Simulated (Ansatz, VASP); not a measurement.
# LiBe: VASP beside Ansatz, part 2 of 3

Wanted: the spread between two codes on one cell, functional and k mesh. The cell is taken from a series of runs on this material, whose earlier steps may have relaxed, scaled, displaced or heated it; both programs get it as it stands.

VASP 6.6.1 and Ansatz 0.2.0.

So far: Set-up; VASP: zone-centre phonons, PBEsol, pair 1.

## (2) VASP: zone-centre phonons, PBEsol, pair 1 (continued)

Level of this step: PBEsol; plane waves and PAW (Li_sv, Be) (VASP).

Numbers of over 12 decimals in the logs are rounded to 6 here.

Parts of OUTCAR (step 2):

```text
ion  position               nearest neighbor table
   1  0.750  0.000  0.856-   2 2.43   2 2.43
   2  0.250  0.000  0.144-   1 2.43   1 2.43
   3  0.250  0.500  0.611-   4 2.27   4 2.27
   4  0.750  0.500  0.389-   3 2.27   3 2.27

  LATTYP: Found a simple orthorhombic cell.
 ALAT       =     2.3079876677
 B/A-ratio  =     1.7356210138
 C/A-ratio  =     2.0828795349

 Subroutine GETGRP returns: Found  8 space group operations
 (whereof  4 operations were pure point group operations)

The static configuration has the point symmetry C_2h.
 The point group associated with its full space group is D_2h.

 Found    270 irreducible k-points:

   k-points           NKPTS =    270   k-points in BZ     NKDIM =    270   number of bands    NBANDS=     11

   dimension x,y,z NGX =    36 NGY =   24 NGZ =   48
   dimension x,y,z NGXF=    72 NGYF=   48 NGZF=   96

   ENCUT  =  750.0 eV  55.12 Ry    7.42 a.u.   8.94  5.15 10.73*2*pi/ulx,y,z

   NELECT =      10.0000    total number of electrons

 k-points in reciprocal lattice and weights: Automatic mesh
   0.00000000  0.00000000  0.00000000       0.001
   0.10000000  0.00000000  0.00000000       0.002
   0.20000000  0.00000000  0.00000000       0.002
   0.30000000  0.00000000  0.00000000       0.002
   0.40000000  0.00000000  0.00000000       0.002
   0.50000000  0.00000000  0.00000000       0.001
   0.00000000  0.06250000  0.00000000       0.002
   0.10000000  0.06250000  0.00000000       0.003
   0.20000000  0.06250000  0.00000000       0.003
[...]
0.40000000  0.50000000  0.50000000       0.002
   0.50000000  0.50000000  0.50000000       0.001

 average (electrostatic) potential at core
       1 -60.9982       2 -60.9982       3 -36.3762       4 -36.3762

  Total       -0.0549090     -0.0527293     -0.0479979      0.0000000      0.0000000      0.0000000
  in kB       -1.9794052     -1.9008288     -1.7302678      0.0000000      0.0000000      0.0000000
  external PRESSURE =      -1.8701672 kB  Pullay stress =       0.0000000 kB

  energy-cutoff  :      750.00
  volume of cell :       44.44
      direct lattice vectors                 reciprocal lattice vectors
     4.005791896  0.000000000  0.000000000     0.249638530  0.000000000  0.000000000
     0.000000000  2.307987668  0.000000000     0.000000000  0.433277878  0.000000000
     0.000000000  0.000000000  4.807260280     0.000000000  0.000000000  0.208018693

 POSITION                                       TOTAL-FORCE (eV/Angst)
 -----------------------------------------------------------------------------------
      3.00434      0.00000      4.11652        -0.000000      0.000000     -0.000299
      1.00145      0.00000      0.69074         0.000000     -0.000000      0.000299
      1.00145      1.15399      2.93911        -0.000000      0.000000     -0.000321
      3.00434      1.15399      1.86815        -0.000000      0.000000      0.000321
 -----------------------------------------------------------------------------------
    total drift:                                0.000000      0.000000     -0.000000

 Eigenvectors and eigenvalues of the dynamical matrix
 ----------------------------------------------------

   1 f  =   16.334770 THz   102.634390 2PiTHz  544.869292 cm-1    67.555152 meV
             X         Y         Z           dx          dy          dz
      3.004344  0.000000  4.116521     0.424449   -0.000000    0.000000
      1.001448  0.000000  0.690740    -0.424449   -0.000000   -0.000000
      1.001448  1.153994  2.939114    -0.565547    0.000000   -0.000000
      3.004344  1.153994  1.868146     0.565547    0.000000   -0.000000

   2 f  =   13.800941 THz    86.713870 2PiTHz  460.349843 cm-1    57.076081 meV
             X         Y         Z           dx          dy          dz
      3.004344  0.000000  4.116521     0.000000   -0.000000   -0.558532
      1.001448  0.000000  0.690740    -0.000000   -0.000000    0.558532
      1.001448  1.153994  2.939114    -0.000000    0.000000   -0.433638
      3.004344  1.153994  1.868146    -0.000000    0.000000    0.433638

   3 f  =   12.661307 THz    79.553336 2PiTHz  422.335732 cm-1    52.362934 meV
             X         Y         Z           dx          dy          dz
      3.004344  0.000000  4.116521    -0.000000    0.000000    0.530209
      1.001448  0.000000  0.690740     0.000000    0.000000    0.530209
      1.001448  1.153994  2.939114    -0.000000   -0.000000   -0.467844
      3.004344  1.153994  1.868146     0.000000   -0.000000   -0.467844

   4 f  =   12.488882 THz    78.469960 2PiTHz  416.584265 cm-1    51.649843 meV
             X         Y         Z           dx          dy          dz
      3.004344  0.000000  4.116521     0.565547   -0.000000    0.000000
      1.001448  0.000000  0.690740    -0.565547   -0.000000    0.000000
      1.001448  1.153994  2.939114     0.424449    0.000000   -0.000000
      3.004344  1.153994  1.868146    -0.424449    0.000000   -0.000000

   5 f  =   11.795624 THz    74.114091 2PiTHz  393.459660 cm-1    48.782759 meV
             X         Y         Z           dx          dy          dz
      3.004344  0.000000  4.116521    -0.530304   -0.000000    0.000000
      1.001448  0.000000  0.690740    -0.530304   -0.000000   -0.000000
      1.001448  1.153994  2.939114     0.467737    0.000000   -0.000000
      3.004344  1.153994  1.868146     0.467737    0.000000    0.000000

   6 f  =   10.986889 THz    69.032661 2PiTHz  366.483177 cm-1    45.438102 meV
             X         Y         Z           dx          dy          dz
      3.004344  0.000000  4.116521     0.000000    0.000000    0.433638
      1.001448  0.000000  0.690740     0.000000    0.000000   -0.433638
      1.001448  1.153994  2.939114    -0.000000   -0.000000   -0.558532
      3.004344  1.153994  1.868146    -0.000000   -0.000000    0.558532

   7 f  =    9.766482 THz    61.364614 2PiTHz  325.774760 cm-1    40.390904 meV
             X         Y         Z           dx          dy          dz
      3.004344  0.000000  4.116521    -0.000000    0.532702   -0.000000
      1.001448  0.000000  0.690740    -0.000000    0.532702    0.000000
      1.001448  1.153994  2.939114     0.000000   -0.465003    0.000000
      3.004344  1.153994  1.868146     0.000000   -0.465003   -0.000000

   8 f  =    6.378948 THz    40.080113 2PiTHz  212.778807 cm-1    26.381198 meV
             X         Y         Z           dx          dy          dz
      3.004344  0.000000  4.116521    -0.000000   -0.704084   -0.000000
      1.001448  0.000000  0.690740    -0.000000    0.704084    0.000000
      1.001448  1.153994  2.939114    -0.000000    0.065315    0.000000
      3.004344  1.153994  1.868146     0.000000   -0.065315   -0.000000

   9 f/i=    0.000710 THz     0.004462 2PiTHz    0.023688 cm-1     0.002937 meV
             X         Y         Z           dx          dy          dz
      3.004344  0.000000  4.116521     0.467737   -0.000000   -0.000000
      1.001448  0.000000  0.690740     0.467737   -0.000000   -0.000000
      1.001448  1.153994  2.939114     0.530304   -0.000000   -0.000000
      3.004344  1.153994  1.868146     0.530304   -0.000000   -0.000000

  10 f/i=    0.003316 THz     0.020837 2PiTHz    0.110619 cm-1     0.013715 meV
             X         Y         Z           dx          dy          dz
      3.004344  0.000000  4.116521     0.000000    0.000000    0.467844
      1.001448  0.000000  0.690740     0.000000    0.000000    0.467844
      1.001448  1.153994  2.939114     0.000000    0.000000    0.530209
      3.004344  1.153994  1.868146     0.000000    0.000000    0.530209

  11 f/i=    0.049642 THz     0.311910 2PiTHz    1.655881 cm-1     0.205303 meV
             X         Y         Z           dx          dy          dz
      3.004344  0.000000  4.116521     0.000000    0.465003   -0.000000
      1.001448  0.000000  0.690740     0.000000    0.465003   -0.000000
      1.001448  1.153994  2.939114     0.000000    0.532702   -0.000000
      3.004344  1.153994  1.868146     0.000000    0.532702   -0.000000

  12 f/i=    9.608410 THz    60.371421 2PiTHz  320.502063 cm-1    39.737173 meV
             X         Y         Z           dx          dy          dz
      3.004344  0.000000  4.116521     0.000000    0.065315    0.000000
      1.001448  0.000000  0.690740    -0.000000   -0.065315    0.000000
      1.001448  1.153994  2.939114    -0.000000    0.704084    0.000000
      3.004344  1.153994  1.868146    -0.000000   -0.704084   -0.000000

 ELASTIC MODULI CONTR FROM IONIC RELAXATION (kBar)
 Direction    XX          YY          ZZ          XY          YZ          ZX
 --------------------------------------------------------------------------------
 XX         -26.9176     34.3145     61.8621      0.0000     -0.0000     -0.0000
 YY          34.3145    -52.7095    -71.2700      0.0000      0.0000      0.0000
 ZZ          61.8621    -71.2700   -148.5995      0.0000      0.0000      0.0000
 XY           0.0000      0.0000      0.0000      0.0000      0.0000      0.0000
 YZ          -0.0000      0.0000      0.0000      0.0000   -198.8959      0.0000
 ZX          -0.0000      0.0000      0.0000      0.0000      0.0000     -4.3117
 --------------------------------------------------------------------------------
```

## (3) Ansatz: zone-centre phonons, PBEsol, pair 1

Ansatz runs on norm-conserving files, of PseudoDojo where its log says so.

The same cell, functional, mesh and smearing now go to Ansatz, which takes its cutoff from its data sets.

The input, input.yaml:

```yaml
crystal:
  lattice:
    - [4.0057918956, 0.0, 0.0]
    - [0.0, 2.3079876677, 0.0]
    - [0.0, 0.0, 4.8072602799]
  atoms:
    - { symbol: Li, position: [0.75, 0.0, 0.8563132658] }
    - { symbol: Li, position: [0.25, 0.0, 0.1436867342] }
    - { symbol: Be, position: [0.25, 0.5, 0.6113907508] }
    - { symbol: Be, position: [0.75, 0.5, 0.3886092492] }
kpoints:
  mp_grid: { grid: [10, 16, 8] }
hamiltonian:
  xc: pbesol
  pseudopotentials: { kind: nc }
scf:
  occupations: { method: methfessel_paxton, width: 0.15 }
output:
  eigenvalues: true
phonons:
  method: dfpt
```

Started as:

```bash
$ ansatz run input.yaml --threads 4 --pin off --max-ram 7168MiB --backend cpu --events-out ev --progress --plain --runs-dir out
```

Log:

```text
zone centre: on kpoints.mp_grid the ground state, and the responses unless they are solved on pairs of k-points, stand on 270 of the mesh's 1280 k-points, reduced under 4 symmetry operations, with k and −k counted as one. Each operation leaves every solved displacement unchanged or reverses it
Engine: ansatz 0.2.0, aarch64-unknown-linux-gnu
Pseudopotentials: kind: nc
Pseudopotential: Li, nc, valence charge 3, recommended cutoff 1006.821291 eV (normal), Li.nc.azcp (PseudoDojo's, or run here from an input of PseudoDojo's: the run reads no file of this project's for it)
Pseudopotential: Be, nc, valence charge 4, recommended cutoff 1197.300995 eV (normal), Be.nc.azcp (PseudoDojo's, or run here from an input of PseudoDojo's: the run reads no file of this project's for it)
Functional definition: PBEsol
  exchange = pbesol_x
  correlation = pbesol_c
Crystal: 4 atoms, lattice volume = 44.445 Å³
Basis set: ecut = 1197.300995 eV, 4173 PW (Γ), exchange–correlation on 96×54×120 points (8 copies of the dense FFT grid, shifted against one another)
Bands: 11, of which v1, the nominal top of the filled ones, is band 7 counted from 1 (6 counted from 0)
Symmetry: 8 space group operations
k-points: 270 of 1280 (irreducible under 4 space group operations, time reversal used)
Non-local potential: Li, projectors of the file, l = 0: 2, l = 1: 2
Non-local potential: Be, projectors of the file, l = 0: 2, l = 1: 2
Initial density: superposition of atomic densities (chi_scale 0.1, normalization cell, long waves kept (reshape's long-wave potential 0.02 eV rms))
Initial wavefunctions: pseudopotential atomic-orbital guess
Functional: x = pbesol(κ = 0.804, μ = 0.123457), c = pbesol(β = 0.046)
SCF iter   1: F=—  HF=-1143.886604 eV  |F-HF|=—  |Δ(HF+E_count)|=         —  Δρ=2.26e-2  dr2=1.35e-1  ethr=3.10e-3  ⟨swp⟩=6.0  Hψ=20925  notcnv=0
preconditioner: auto → none  [metal: Δε(μ)=0.028 eV  Ē_g=6.869 eV  σ=0.150 eV  W_gap=0.16  n_scr=8 (ndim 8)  ℏωp=13.6 eV  f_vac=0.000  D(μ)=1.05/eV (n_scr^D=8)  sad-step TF]
SCF iter   2: F=—  HF=-1143.862908 eV  |F-HF|=—  |Δ(HF+E_count)|=   2.37e-2  S|Δr|=    0.00e0  Δρ=1.16e-2  dr2=5.00e-2  ethr=9.66e-4  ⟨swp⟩=1.0  Hψ=5139  notcnv=0
SCF iter   3: F=—  HF=-1143.848926 eV  |F-HF|=—  |Δ(HF+E_count)|=   1.40e-2  S|Δr|=    0.00e0  Δρ=1.45e-3  dr2=9.29e-4  ethr=3.57e-4  ⟨swp⟩=2.0  Hψ=3592  notcnv=0
SCF iter   4: F=—  HF=-1143.848721 eV  |F-HF|=—  |Δ(HF+E_count)|=   2.04e-4  S|Δr|=    0.00e0  Δρ=2.86e-4  dr2=1.87e-5  ethr=6.64e-6  ⟨swp⟩=2.0  Hψ=3693  notcnv=0
SCF iter   5: F=—  HF=-1143.848718 eV  |F-HF|=—  |Δ(HF+E_count)|=   2.87e-6  S|Δr|=    0.00e0  Δρ=3.83e-5  dr2=4.22e-7  ethr=1.34e-7  ⟨swp⟩=1.5  Hψ=3183  notcnv=0
SCF iter   6: F=—  HF=-1143.848728 eV  |F-HF|=—  |Δ(HF+E_count)|=   9.58e-6  S|Δr|=    0.00e0  Δρ=3.96e-6  dr2=2.90e-9  ethr=3.01e-9  ⟨swp⟩=2.0  Hψ=3497  notcnv=0  defer=30
SCF iter   7: F=—  HF=-1143.848728 eV  |F-HF|=—  |Δ(HF+E_count)|=   1.18e-9  S|Δr|=    0.00e0  Δρ=5.07e-7  dr2=8.63e-11  ethr=2.07e-11  ⟨swp⟩=2.2  Hψ=3774  notcnv=0  defer=30
SCF iter   8: F=-1143.848728 eV  HF=-1143.848728 eV  |F-HF|=0.00e0  |Δ(HF+E_count)|=  1.57e-11  S|Δr|=    0.00e0  Δρ=7.62e-8  dr2=1.16e-12  ethr=1.00e-12  ⟨swp⟩=6.8  Hψ=12771  notcnv=0
the search or the solves at the SCF's close seem to have found levels that the self-consistency loop had missed (the run counts 1). By its estimate they hold under 1e-12 electrons; where the run keeps them, the occupations were computed again with them
SCF 1 converged in 8 iterations: F = -1143.848728 eV  dr2 = 1.16e-12
DFPT response loops at Γ: preconditioner auto → Kerker (q_TF=auto, 2.250 Å⁻¹) (partly filled bands, converged f_vac=0.000); β = 1.00, the filter's whole step (`scf.mixing.beta` (0.50) is not read by the response loops under this deck's `scf.mixing.preconditioner`; to damp them name `kerker` or `kerker_dos`, under which they read `scf.mixing.beta`, and type it under 1.00, their step now; both keys bind the ground state too); Broyden in place of MSR1
SCF converged after 8 iterations
Stability not checked: this state was not tested for a lower state beside it, because cold or Methfessel-Paxton smearing, or corrected tetrahedra, fill the levels in a way that the test cannot read (fill_not_monotonic; see scf.lower_state_search)
Free energy (F): -1143.848728 eV
Harris-Foulkes:  -1143.848728 eV  (|F-HF|=0.00e0)
Internal energy: -1143.849375 eV  (E = F + TS)
E sigma→0 (E₀):  -1143.848890 eV
Entropy (-TS):   0.000648 eV (0.162 meV/atom)
Fermi energy:    4.002288 eV
Step filling:    the computed levels leave a gap of 0.0111 eV = 0.1 smearing widths at the electron count; against every level under it full and every level over it empty, smearing changes F+E_penalty+E_count by +0.454 meV and its σ→0 estimate by +0.292 meV
--- Per-component energies (eV) ---
  E_band       = -536.130122
  E_kinetic    = 754.871490
  E_local      = -643.250388  (includes V_loc(G=0)·N_el)
  E_nonlocal   = -801.302091
  E_hartree    = 217.978802
  E_xc         = -217.677547
  E_vxc        = -282.406746  (∫ρ·V_xc dr)
  E_ewald      = -454.469640
  E_smearing   = 0.000648  (= −TS)
  E_closure    = 0.000000  (closes the sum)
  Σ components = -1143.848728   (vs F -1143.848728, Δ=0.00e0)
--- Band table (eV; the first three rows and the last of 270) ---
  k-point 0: bands = [... 3 lower, -40.8197, -3.1074, 1.9241, 2.3060, 2.4945, 6.6932, 9.1158, 9.5358]
  k-point 1: bands = [... 3 lower, -40.8198, -3.0746, 1.2271, 2.3761, 3.3378, 6.6860, 7.9214, 10.9380]
  k-point 2: bands = [... 3 lower, -40.8199, -2.9882, 0.4946, 2.5688, 4.4907, 6.6620, 6.7839, 11.1166]
  k-point 269: bands = [... 3 lower, -40.7468, 3.2916, 3.2916, 4.3011, 4.3011, 6.6337, 6.6337, 10.2599]
--- Phonons (Γ-DFPT): 6 representative perturbations + reference, on 270 of 1280 k-points (Σ response iterations 22) ---
  k mesh reduced under 4 symmetry operations, with k and −k counted as one. Each operation leaves every solved displacement unchanged or reverses it
  ASR residual: 2.082e-5 → 0.000e0 eV/Å²; symmetrization residual: 1.028e-5 eV/Å²
  ASR residual per site (eV/Å²): 1.84e-5 1.84e-5 2.08e-5 2.08e-5
  Γ frequencies (cm⁻¹): -321.85 0.00 0.00 0.00 202.84 324.98 366.92 394.19 415.73 420.45 461.16 545.03
  non-analytic LO–TO correction: not included (Born effective charges unavailable; polar crystals: no LO–TO splitting at Γ)
```

In the SCF lines HF is the Harris–Foulkes energy and dr2 the Hartree energy of the density residual, in eV; the loop may stop once dr2 is under the threshold and the program's other checks hold. Hψ counts applications of the Hamiltonian.

## (4) Comparison

Known differences besides the potentials themselves: the data sets hold 14 valence electrons in Ansatz (on norm-conserving files, of PseudoDojo where its log says so) and 10 in VASP; the cutoff is 1197.3 eV in Ansatz and 750 eV in VASP. Total energies have different zeros and are not compared.

Both answers:

| quantity | Ansatz | VASP | difference |
| --- | --- | --- | --- |
| optical mode 1 (imaginary, printed as negative) (cm⁻¹) | -321.9 | -320.5 | -1.3 |
| optical mode 2 (cm⁻¹) | 202.8 | 212.8 | -4.67 % |
| optical mode 3 (cm⁻¹) | 325.0 | 325.8 | -0.24 % |
| optical mode 4 (cm⁻¹) | 366.9 | 366.5 | +0.12 % |
| optical mode 5 (cm⁻¹) | 394.2 | 393.5 | +0.19 % |
| optical mode 6 (cm⁻¹) | 415.7 | 416.6 | -0.21 % |
| optical mode 7 (cm⁻¹) | 420.4 | 422.3 | -0.45 % |
| optical mode 8 (cm⁻¹) | 461.2 | 460.3 | +0.18 % |
| optical mode 9 (cm⁻¹) | 545.0 | 544.9 | +0.03 % |

Modes are paired by rising frequency, not by their patterns, so a pair may set unlike modes beside each other; they are those without the splitting of longitudinal modes.

[end of part 2 of 3]

[Lines on the potential files, build, host, timing and source positions are cut from VASP's logs without a mark.]

[Logs are printed without paths, hosts, clocks, repeated set-up lines and the standing remarks that a program may print on its own settings, such as how far it seeks lower states.]

[Hosts, paths, dates, database ids (printed as entryN), source tags and the programs' standing remarks are cut or masked in the printed files.]
